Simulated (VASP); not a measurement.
Consider the following.

```
CELL_PARAMETERS angstrom
      3.19439     0.00000     0.00000
      0.00000     3.19439     0.00000
      0.00000     0.00000     3.19439
ATOMIC_POSITIONS crystal
  Si 0.00000 0.00000 0.00000
  Ge 0.50000 0.50000 0.50000
```

Computed with PBEsol GGA, VASP's PBE PAW potentials (set 64) (plane waves; VASP). Numerical set-up: 400 eV cut-off, 10×10×10 Γ-centred mesh, first-order Methfessel-Paxton smearing of 0.10 eV, potentials Si Ge_d.

**Question.** Estimate the energy per atom (σ→0), band gap (on the k-mesh) with the smallest direct gap where there is one.

**Answer.** 
- band gap (on the k-mesh) = none (metal, semimetal or under 0.01 eV)
- energy per atom (σ→0) = -475.7 kJ/mol-atom

The absolute energy has meaning only against runs of the same code, potentials and settings.

The structure was generated: SiGe was put into the CsCl type type (Pm-3m), which need not be its known phase. It was relaxed first, which changed the volume by +20 %. The start is the result of an earlier pass. VASP warned that the highest band is occupied, so more bands are needed.
